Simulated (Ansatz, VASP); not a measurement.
**WAu: VASP beside Ansatz**

```xyz
2
Lattice="0.0000 2.8699 2.8699 2.8699 0.0000 2.8699 2.8699 2.8699 0.0000" Properties=species:S:1:pos:R:3 pbc="T T T"
W     0.0000    0.0000    0.0000
Au    4.3048    4.3048    4.3048
```

Change from the starting cell: volume scaled by 0.96.

Alike in both runs: task single point; functional PBE; k mesh 8 × 8 × 8; occupations fermi-dirac, width 0.05 eV; no spin polarisation.

```csv
,VASP,Ansatz
version,VASP 6.6.1,Ansatz 0.2.0
potentials or method,"VASP PAW PBE potentials, release 64 (W_sv, Au)",Ansatz PAW
plane-wave cutoff (eV),520,420
valence electrons in the cell,25,33
```

```tsv
	VASP	Ansatz	Ansatz less VASP
gap on the k mesh at the Fermi level (eV)	none	none	-
pressure (GPa)	5.8	5.7	-0.07
```

A gap of «none» marks a metal or a gap that the smearing closes. With one functional, cell and mesh, what is left measures potentials, basis and numerics. The two sets of potentials don't hold the same shells in valence.

Spin-orbit coupling is left out, which matters for the levels of Au, W.
